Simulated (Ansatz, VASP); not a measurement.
**AlCo in two plane-wave programs**

Wanted: the spread between two codes on one cell, functional and k mesh. The cell is taken from a series of runs on this material, whose earlier steps may have relaxed, scaled, displaced or heated it; both programs get it as it stands.

Main program and level: Ansatz 0.2.0; plane waves, with VASP 6.6.1 beside it; zone-centre phonons at LDA.

### 1. The starting structure

The structure is cubic, space group Pm-3m (No. 221). The conventional cell has a = 2.736 Å, b = 2.736 Å, c = 2.736 Å, α = 90.00°, β = 90.00°, γ = 90.00°. Nearest to Al lie 8 Co at 2.37 Å. Nearest to Co lie 8 Al at 2.37 Å. Farther neighbours are not listed.

### 2. Ansatz: zone-centre phonons, LDA, pair 1

Ansatz runs on its PAW soft_1 files.

Second derivatives magnify differences that forces hide, and they need a tight electronic threshold.

Contents of input.yaml:

```yaml
crystal:
  lattice:
    - [2.7363113777, 0.0, 0.0]
    - [0.0, 2.7363113777, 0.0]
    - [0.0, 0.0, 2.7363113777]
  atoms:
    - { symbol: Al, position: [0.0, 0.0, 0.0] }
    - { symbol: Co, position: [0.5, 0.5, 0.5] }
kpoints:
  mp_grid: { grid: [16, 16, 16] }
hamiltonian:
  xc: lda
  pseudopotentials: { kind: paw, azcp: { folder: soft_1 }, xc_functional: pbe }
scf:
  occupations: { method: methfessel_paxton, width: 0.2 }
output:
  eigenvalues: true
phonons:
  method: dfpt
```

The run is started by

```console
$ ansatz run input.yaml --threads 4 --pin off --max-ram 10240MiB --backend cpu --events-out ev --progress --plain --runs-dir out
```

Numbers of over 12 decimals in the logs are rounded to 6 here.

The log of the run:

```text
Engine: ansatz 0.2.0, aarch64-unknown-linux-gnu
Pseudopotentials: kind: paw
Pseudopotential: Al, paw, valence charge 3, recommended cutoff 420 eV (normal), soft_1/Al.paw.azcp
Pseudopotential: Co, paw, valence charge 17, recommended cutoff 420 eV (normal), soft_1/Co.paw.azcp
Functional definition: SPW92
  exchange = slater_x
  correlation = pw_c
Crystal: 2 atoms, lattice volume = 20.488 Å³
Basis set: ecut = 420 eV, 389 PW (Γ), exchange–correlation on 40×40×40 points (8 copies of the dense FFT grid, shifted against one another)
Bands: 14, of which v1, the nominal top of the filled ones, is band 10 counted from 1 (9 counted from 0)
Symmetry: 48 space group operations
k-points: 405 of 4096 (irreducible under 8 space group operations, time reversal used)
Non-local potential: Al, projectors of the file, l = 0: 2, l = 1: 2, l = 2: 1
Non-local potential: Co, projectors of the file, l = 0: 3, l = 1: 2, l = 2: 3, l = 3: 1
PAW form: soft (Blöchl's): semilocal exchange-correlation on the pseudo side does not see the compensation charge
PAW frozen core: Al, regenerated for the run's functional, and the local potential with it (the file was generated under x = pbe(κ = 0.804, μ = 0.219515), c = pbe(β = 0.066725))
PAW frozen core: Co, regenerated for the run's functional, and the local potential with it (the file was generated under x = pbe(κ = 0.804, μ = 0.219515), c = pbe(β = 0.066725))
PAW one-centre angular grid: Al, 110 points (default); XC on 64 Gauss nodes
PAW one-centre angular grid: Co, 590 points (default); XC on 64 Gauss nodes
Initial density: superposition of atomic densities (chi_scale 0.1, normalization cell, long waves kept (reshape's long-wave potential 0.00 eV rms))
Initial wavefunctions: pseudopotential atomic-orbital guess
Functional: x = slater, c = lda
SCF iter   1: F=—  HF=-5577.173198 eV  |F-HF|=—  |Δ(HF+E_count)|=         —  Δρ=6.10e-2  dr2=6.50e-1  ethr=3.10e-3  ⟨swp⟩=4.2  Hψ=26001  notcnv=0
preconditioner: auto → none  [metal: Δε(μ)=0.011 eV  Ē_g=9.380 eV  σ=0.200 eV  W_gap=0.04  n_scr=6 (ndim 8)  ℏωp=28.4 eV  f_vac=0.000  D(μ)=0.72/eV (n_scr^D=6)  sad-step TF]
SCF iter   2: F=—  HF=-5577.127022 eV  |F-HF|=—  |Δ(HF+E_count)|=   4.62e-2  S|Δr|=    0.00e0  Δρ=7.20e-2  dr2=9.25e-1  ethr=3.10e-3  ⟨swp⟩=1.1  Hψ=8964  notcnv=0
SCF iter   3: F=—  HF=-5576.951509 eV  |F-HF|=—  |Δ(HF+E_count)|=   1.76e-1  S|Δr|=    0.00e0  Δρ=1.51e-2  dr2=3.57e-2  ethr=3.10e-3  ⟨swp⟩=2.1  Hψ=7463  notcnv=0
SCF iter   4: F=—  HF=-5576.944445 eV  |F-HF|=—  |Δ(HF+E_count)|=   7.06e-3  S|Δr|=    0.00e0  Δρ=9.47e-4  dr2=1.42e-4  ethr=1.79e-4  ⟨swp⟩=1.1  Hψ=8609  notcnv=0  defer=10
SCF iter   5: F=—  HF=-5576.944455 eV  |F-HF|=—  |Δ(HF+E_count)|=   1.06e-5  S|Δr|=    0.00e0  Δρ=1.11e-4  dr2=1.77e-6  ethr=7.12e-7  ⟨swp⟩=2.1  Hψ=7491  notcnv=0  defer=10
SCF iter   6: F=—  HF=-5576.944450 eV  |F-HF|=—  |Δ(HF+E_count)|=   5.66e-6  S|Δr|=    0.00e0  Δρ=1.28e-5  dr2=2.14e-8  ethr=8.83e-9  ⟨swp⟩=2.5  Hψ=8084  notcnv=0  defer=10
SCF iter   7: F=—  HF=-5576.944450 eV  |F-HF|=—  |Δ(HF+E_count)|=   5.05e-9  S|Δr|=    0.00e0  Δρ=1.04e-6  dr2=2.72e-10  ethr=1.07e-10  ⟨swp⟩=2.4  Hψ=9229  notcnv=0  defer=10
SCF iter   8: F=—  HF=-5576.944450 eV  |F-HF|=—  |Δ(HF+E_count)|=  7.46e-11  S|Δr|=    0.00e0  Δρ=2.49e-7  dr2=6.81e-12  ethr=1.00e-12  ⟨swp⟩=5.5  Hψ=24708  notcnv=0
SCF iter   9: F=-5576.944450 eV  HF=-5576.944450 eV  |F-HF|=0.00e0  |Δ(HF+E_count)|=  1.82e-12  S|Δr|=    0.00e0  Δρ=3.16e-8  dr2=1.44e-13  ethr=1.00e-12  ⟨swp⟩=4.8  Hψ=20916  notcnv=0
SCF 1 converged in 9 iterations: F = -5576.944450 eV  dr2 = 1.44e-13
  greatest PAW one-centre occupation: 1.002 electrons in one spin orbital (limit 2), on the Co atom at site 1 (counted from 0), in its partial waves of l = 1
DFPT response loops at Γ: preconditioner auto → Kerker (q_TF=auto, 2.717 Å⁻¹) (partly filled bands, converged f_vac=0.000); β = 1.00, the filter's whole step (`scf.mixing.beta` (0.50) is not read by the response loops under this deck's `scf.mixing.preconditioner`; to damp them name `kerker` or `kerker_dos`, under which they read `scf.mixing.beta`, and type it under 1.00, their step now; both keys bind the ground state too); Broyden in place of MSR1
SCF converged after 9 iterations
Stability not checked: this state was not tested for a lower state beside it, because cold or Methfessel-Paxton smearing, or corrected tetrahedra, fill the levels in a way that the test cannot read (fill_not_monotonic; see scf.lower_state_search)
Free energy (F): -5576.944450 eV
Harris-Foulkes:  -5576.944450 eV  (|F-HF|=0.00e0)
Internal energy: -5576.946534 eV  (E = F + TS)
E sigma→0 (E₀):  -5576.944971 eV
Entropy (-TS):   0.002084 eV (1.042 meV/atom)
Fermi energy:    16.368532 eV
Step filling:    the computed levels leave a gap of 0.0007 eV = 0.0 smearing widths at the electron count; against every level under it full and every level over it empty, smearing changes F+E_penalty+E_count by +0.427 meV and its σ→0 estimate by -0.094 meV
--- Per-component energies (eV) ---
  E_band       = -248.695632
  E_kinetic    = 327.507321
  E_local      = -3345.907641  (includes V_loc(G=0)·N_el)
  E_nonlocal   = 454.734966
  E_hartree    = 1519.433140
  E_xc         = -133.682331
  E_vxc        = -153.835039  (∫ρ·V_xc dr)
  E_paw        = -1959.548657  (= ΣΔE_a)
  E_vpaw       = -570.061473  (= ΣTr[D̂ρ^β])
  E_aug_tail   = -0.000017  (compensation charges beyond the density's cutoff)
  E_ewald      = -2439.957282
  E_core_change = 0.473968  (= ΣΔE_core)
  E_smearing   = 0.002084  (= −TS)
  E_closure    = 0.000000  (closes the sum)
  Σ components = -5576.944450   (vs F -5576.944450, Δ=0.00e0)
--- Band table (eV; the first three rows and the last of 405) ---
  k-point 0: bands = [... 6 lower, 12.7508, 15.3883, 15.3883, 15.3883, 22.9246, 22.9246, 22.9246, 25.6331]
  k-point 1: bands = [... 6 lower, 12.7752, 15.3405, 15.3405, 15.3936, 22.1189, 23.0364, 23.0364, 25.6112]
  k-point 2: bands = [... 6 lower, 12.8455, 15.2093, 15.2093, 15.4087, 20.7111, 23.3627, 23.3627, 25.5469]
  k-point 404: bands = [... 6 lower, 11.8243, 16.0886, 16.0886, 18.7459, 18.7459, 18.7459, 21.5534, 22.4616]
--- Phonons (Γ-DFPT): 2 representative perturbations + reference, on 405 of 4096 k-points (Σ response iterations 6) ---
  k mesh reduced under 8 symmetry operations, with k and −k counted as one. Each operation leaves every solved perturbation unchanged. A smaller set is not used because it would not reduce the number of displacements times k-points to solve
  ASR residual: 9.335e-6 → 0.000e0 eV/Å²; symmetrization residual: 1.190e-7 eV/Å²
  ASR residual per site (eV/Å²): 9.34e-6 1.94e-6
  Γ frequencies (cm⁻¹): 0.00 0.00 0.00 385.16 385.16 385.16
  non-analytic LO–TO correction: not included (Born effective charges unavailable; polar crystals: no LO–TO splitting at Γ)
```

Reading the cycles: dr2 is the Hartree energy of the density residual (eV), the measure of convergence; HF is the Harris–Foulkes estimate of the energy, which meets the free energy F at convergence.

### 3. VASP: zone-centre phonons, LDA, pair 1

The same cell, functional (in two slightly different forms), mesh and smearing now go to VASP, with its own data sets.

Lines of VASP's logs that name or quote its potential files are left out, and so is its time.

Contents of INCAR:

```
SYSTEM = AlCo
PREC = Accurate
ENCUT = 600
EDIFF = 1E-08
NELM = 120
ISMEAR = 1
SIGMA = 0.2
LREAL = .FALSE.
ALGO = Normal
GGA = CA
NBANDS = 12
LASPH = .TRUE.
LORBIT = 11
LWAVE = .FALSE.
LCHARG = .FALSE.
ISIF = 2
IBRION = 8
GGA_COMPAT = .FALSE.
KPAR = 2
```

Contents of POSCAR:

```
AlCo
1.0
    2.7363113777      0.0000000000      0.0000000000
    0.0000000000      2.7363113777      0.0000000000
    0.0000000000      0.0000000000      2.7363113777
Al Co
1 1
Direct
    0.0000000000      0.0000000000      0.0000000000
    0.5000000000      0.5000000000      0.5000000000
```

Contents of KPOINTS:

```
Automatic mesh
0
Gamma
16 16 16
0 0 0
```

PAW data sets: Al and Co (LDA family, release 64).

The run is started by

```console
$ mpirun -np 2 vasp_std
```

The log of the run:

```text
[banner, memory and clock lines left out]
running    2 mpi-ranks, on    1 nodes
 distrk:  each k-point on    1 cores,    2 groups
 distr:  one band on    1 cores,    1 groups

 POSCAR found type information on POSCAR AlCo
 POSCAR found :  2 types and       2 ions
 LDA part: xc-table for (Slater(with rela. corr.)+CA(PZ))
 , standard interpolation
 POSCAR, INCAR and KPOINTS ok, starting setup
 FFT: planning ... GRIDC
 FFT: planning ... GRID_SOFT
 FFT: planning ... GRID
 WAVECAR not read
 entering main loop
       N       E                     dE             d eps       ncg     rms          rms(c)
DAV:   1     0.406748041339E+02    0.40675E+02   -0.59344E+03  4024   0.123E+03
DAV:   2    -0.135111630140E+02   -0.54186E+02   -0.49769E+02  4044   0.200E+02
DAV:   3    -0.153065336670E+02   -0.17954E+01   -0.17818E+01  4784   0.426E+01
DAV:   4    -0.153316464957E+02   -0.25113E-01   -0.25105E-01  4428   0.450E+00
DAV:   5    -0.153323915727E+02   -0.74508E-03   -0.74506E-03  4812   0.851E-01    0.134E+01
DAV:   6    -0.170818384440E+02   -0.17494E+01   -0.50680E+01  4428   0.103E+02    0.149E+01
DAV:   7    -0.137118756240E+02    0.33700E+01   -0.23548E+01  4428   0.657E+01    0.216E+00
DAV:   8    -0.136629562491E+02    0.48919E-01   -0.17842E-01  4444   0.362E+00    0.111E+00
DAV:   9    -0.136482522977E+02    0.14704E-01   -0.21557E-02  5504   0.191E+00    0.272E-01
DAV:  10    -0.136478641922E+02    0.38811E-03   -0.32899E-04  4528   0.163E-01    0.147E-01
DAV:  11    -0.136478449976E+02    0.19195E-04   -0.18116E-05  4896   0.340E-02    0.106E-02
DAV:  12    -0.136478444056E+02    0.59197E-06   -0.17779E-06  5360   0.161E-02    0.718E-03
DAV:  13    -0.136478443811E+02    0.24503E-07   -0.12997E-07  4464   0.303E-03    0.976E-04
DAV:  14    -0.136478443788E+02    0.23011E-08   -0.62695E-09  2800   0.719E-04
   1 F= -.13647844E+02 E0= -.13648514E+02  d E =0.200832E-02
 Linear response reoptimize wavefunctions to high precision
DAV:   1    -0.136478443786E+02    0.14677E-09   -0.11177E-09  3176   0.339E-04
DAV:   2    -0.136478443786E+02    0.22737E-11   -0.10305E-10  2348   0.102E-04
 Linear response DOF=           2
 Linear response progress:
  Degree of freedom:   1/  2
       N       E                     dE             d eps       ncg     rms          rms(c)
RMM:   1    -0.627314001738E-02   -0.62731E-02    0.69408E-04 21109   0.675E-01
RMM:   2    -0.593705249272E-02    0.33609E-03   -0.54143E-05 14348   0.238E-01    0.646E-02
RMM:   3    -0.591386422048E-02    0.23188E-04   -0.12555E-04 15764   0.903E-02    0.316E-02
RMM:   4    -0.599068245531E-02   -0.76818E-04   -0.50863E-05 15721   0.542E-02    0.588E-03
RMM:   5    -0.599773639766E-02   -0.70539E-05   -0.42740E-06 16145   0.137E-02    0.237E-03
RMM:   6    -0.599923388076E-02   -0.14975E-05   -0.22383E-07 15632   0.362E-03    0.983E-04
RMM:   7    -0.599938725278E-02   -0.15337E-06   -0.20144E-08 14854   0.186E-03    0.571E-04
RMM:   8    -0.599958085717E-02   -0.19360E-06   -0.52566E-09 17341   0.562E-04    0.303E-04
RMM:   9    -0.599966668722E-02   -0.85830E-07   -0.25260E-12 17090   0.178E-04    0.106E-05
RMM:  10    -0.599965663222E-02    0.10055E-07   -0.92546E-11 17341   0.523E-05    0.225E-05
RMM:  11    -0.599965140994E-02    0.52223E-08    0.14830E-11 17074   0.188E-05    0.218E-06
 first order change of Fermi-energy   0.35231E-04
 force on displaced ion       1 direction 1 : -10.222  -0.000   0.000
 Linear response progress:
  Degree of freedom:   2/  2
       N       E                     dE             d eps       ncg     rms          rms(c)
RMM:   1    -0.169692530560E+00   -0.16969E+00   -0.10313E-01 14401   0.265E+00
RMM:   2    -0.169487829571E+00    0.20470E-03   -0.29421E-03 14620   0.573E-01    0.171E-01
RMM:   3    -0.169410918485E+00    0.76911E-04   -0.20906E-04 15359   0.120E-01    0.102E-01
RMM:   4    -0.169787731852E+00   -0.37681E-03   -0.21533E-04 16382   0.110E-01    0.740E-03
RMM:   5    -0.169760971913E+00    0.26760E-04   -0.61002E-06 16705   0.260E-02    0.597E-03
RMM:   6    -0.169751934097E+00    0.90378E-05   -0.53750E-07 14975   0.897E-03    0.393E-03
RMM:   7    -0.169725890629E+00    0.26043E-04   -0.11110E-07 16257   0.345E-03    0.204E-04
RMM:   8    -0.169723936409E+00    0.19542E-05   -0.78602E-09 17763   0.738E-04    0.662E-05
RMM:   9    -0.169724093864E+00   -0.15745E-06   -0.20380E-09 17787   0.203E-04    0.258E-05
RMM:  10    -0.169723908028E+00    0.18584E-06   -0.11531E-10 17867   0.735E-05    0.122E-05
RMM:  11    -0.169724004703E+00   -0.96675E-07   -0.13924E-10 17691   0.368E-05    0.314E-06
RMM:  12    -0.169723996465E+00    0.82379E-08    0.11374E-10 18149   0.168E-05    0.189E-06
 first order change of Fermi-energy   0.29508E-02
 force on displaced ion       2 direction 1 : -10.226   0.000  -0.000
 Linear response finished
```

From OUTCAR (step 3):

```text
ion  position               nearest neighbor table
   1  0.000  0.000  0.000-   2 2.37   2 2.37   2 2.37   2 2.37   2 2.37   2 2.37   2 2.37   2 2.37

  LATTYP: Found a simple cubic cell.
 ALAT       =     2.7363113777

 Subroutine GETGRP returns: Found 48 space group operations
 (whereof 48 operations were pure point group operations)

The static configuration has the point symmetry O_h .

 Found    165 irreducible k-points:

   k-points           NKPTS =    165   k-points in BZ     NKDIM =    165   number of bands    NBANDS=     12

   dimension x,y,z NGX =    24 NGY =   24 NGZ =   24
   dimension x,y,z NGXF=    48 NGYF=   48 NGZF=   48

   ENCUT  =  600.0 eV  44.10 Ry    6.64 a.u.   5.47  5.47  5.47*2*pi/ulx,y,z

   NELECT =      12.0000    total number of electrons

 k-points in reciprocal lattice and weights: Automatic mesh
   0.00000000  0.00000000  0.00000000       0.000
   0.06250000  0.00000000  0.00000000       0.001
   0.12500000  0.00000000  0.00000000       0.001
   0.18750000  0.00000000  0.00000000       0.001
   0.25000000  0.00000000  0.00000000       0.001
   0.31250000  0.00000000  0.00000000       0.001
   0.37500000  0.00000000  0.00000000       0.001
   0.43750000  0.00000000  0.00000000       0.001
   0.50000000  0.00000000  0.00000000       0.001
[...]
0.50000000  0.50000000  0.43750000       0.001
   0.50000000  0.50000000  0.50000000       0.000

 average (electrostatic) potential at core
       1 -65.6306       2 -76.1707

  Total        1.9330031      1.9330031      1.9330031     -0.0000000     -0.0000000      0.0000000
  in kB      151.1633774    151.1633774    151.1633774     -0.0000000     -0.0000000      0.0000000
  external PRESSURE =     151.1633774 kB  Pullay stress =       0.0000000 kB

  energy-cutoff  :      600.00
  volume of cell :       20.49
      direct lattice vectors                 reciprocal lattice vectors
     2.736311378  0.000000000  0.000000000     0.365455484  0.000000000  0.000000000
     0.000000000  2.736311378  0.000000000     0.000000000  0.365455484  0.000000000
     0.000000000  0.000000000  2.736311378     0.000000000  0.000000000  0.365455484

 POSITION                                       TOTAL-FORCE (eV/Angst)
 -----------------------------------------------------------------------------------
      0.00000      0.00000      0.00000         0.000000      0.000000      0.000000
      1.36816      1.36816      1.36816         0.000000      0.000000      0.000000
 -----------------------------------------------------------------------------------
    total drift:                                0.000000     -0.000000     -0.000000

 Eigenvectors and eigenvalues of the dynamical matrix
 ----------------------------------------------------

   1 f  =   11.618857 THz    73.003431 2PiTHz  387.563351 cm-1    48.051710 meV
             X         Y         Z           dx          dy          dz
      0.000000  0.000000  0.000000     0.828164   -0.000000   -0.000000
      1.368156  1.368156  1.368156    -0.560486    0.000000    0.000000

   2 f  =   11.618857 THz    73.003431 2PiTHz  387.563351 cm-1    48.051710 meV
             X         Y         Z           dx          dy          dz
      0.000000  0.000000  0.000000    -0.000000   -0.828164    0.000000
      1.368156  1.368156  1.368156     0.000000    0.560486    0.000000

   3 f  =   11.618857 THz    73.003431 2PiTHz  387.563351 cm-1    48.051710 meV
             X         Y         Z           dx          dy          dz
      0.000000  0.000000  0.000000    -0.000000   -0.000000   -0.828164
      1.368156  1.368156  1.368156     0.000000    0.000000    0.560486

   4 f/i=    0.001221 THz     0.007674 2PiTHz    0.040740 cm-1     0.005051 meV
             X         Y         Z           dx          dy          dz
      0.000000  0.000000  0.000000     0.339390    0.446048   -0.000000
      1.368156  1.368156  1.368156     0.501477    0.659072    0.000000

   5 f/i=    0.001221 THz     0.007674 2PiTHz    0.040740 cm-1     0.005051 meV
             X         Y         Z           dx          dy          dz
      0.000000  0.000000  0.000000    -0.000000   -0.000000   -0.560486
      1.368156  1.368156  1.368156     0.000000    0.000000   -0.828164

   6 f/i=    0.001221 THz     0.007674 2PiTHz    0.040740 cm-1     0.005051 meV
             X         Y         Z           dx          dy          dz
      0.000000  0.000000  0.000000    -0.446048    0.339390   -0.000000
      1.368156  1.368156  1.368156    -0.659072    0.501477    0.000000

 ELASTIC MODULI CONTR FROM IONIC RELAXATION (kBar)
 Direction    XX          YY          ZZ          XY          YZ          ZX
 --------------------------------------------------------------------------------
 XX           0.0000      0.0000      0.0000      0.0000      0.0000      0.0000
 YY           0.0000      0.0000      0.0000      0.0000      0.0000      0.0000
 ZZ           0.0000      0.0000      0.0000      0.0000      0.0000      0.0000
 XY           0.0000      0.0000      0.0000      0.0000      0.0000      0.0000
 YZ           0.0000      0.0000      0.0000      0.0000      0.0000      0.0000
 ZX           0.0000      0.0000      0.0000      0.0000      0.0000      0.0000
 --------------------------------------------------------------------------------
```

### 4. Differences

Known differences besides the potentials themselves: the two LDA forms differ slightly; the data sets hold 20 valence electrons in Ansatz (on its PAW soft_1 files) and 12 in VASP; the cutoff is 420 eV in Ansatz and 600 eV in VASP; VASP's log shows a relativistic correction to its local exchange, Ansatz's none. Total energies have different zeros and are not compared.

Both answers:

```
                  quantity  Ansatz   VASP  difference
optical mode 1 to 3 (cm⁻¹)   385.2  387.6     -0.62 %
```

Modes are paired by rising frequency, not by their patterns, so a pair may set unlike modes beside each other; they are those without the splitting of longitudinal modes.

[end of part 1 of 2]

[Lines on the potential files, build, host, timing and source positions are cut from VASP's logs without a mark.]

[Logs are printed without paths, hosts, clocks, repeated set-up lines and the standing remarks that a program may print on its own settings, such as how far it seeks lower states.]

[Hosts, paths, dates, database ids (printed as entryN), source tags and the programs' standing remarks are cut or masked in the printed files.]
